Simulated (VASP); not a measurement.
```yaml
crystal:
  lattice:
    - [2.84181, 0.00000, 0.00000]
    - [0.00000, 2.84181, 0.00000]
    - [0.00000, 0.00000, 2.84181]
  atoms:
    - { symbol: Ga, position: [0.50000, 0.50000, 0.50000] }
    - { symbol: Co, position: [0.00000, 0.00000, 0.00000] }
```

These are revPBE GGA, VASP's PBE PAW potentials (set 64) (plane waves; VASP) values and carry that method's errors. Settings: 520 eV cut-off, 13×13×13 Γ-centred mesh, first-order Methfessel-Paxton smearing of 0.10 eV, potentials Ga_d Co.

Problem. What does the run give for the energy per atom (σ→0), pressure, band gap (on the k-mesh) with the smallest direct gap where there is one?

Solution. 
| Quantity | Result |
|---|---|
| band gap (on the k-mesh) | none (metal, semimetal or under 0.01 eV) |
| energy per atom (σ→0) | -4.832 eV/atom |
| pressure | 11.94 GPa |

Total energies compare only between runs with the same potentials, cut-off and functional.

The compound is CoGa in the CsCl type structure. This cell is one point of a volume scan, at 0.94 of the reference volume. The run is not spin-polarised, so no magnetic state was tried.
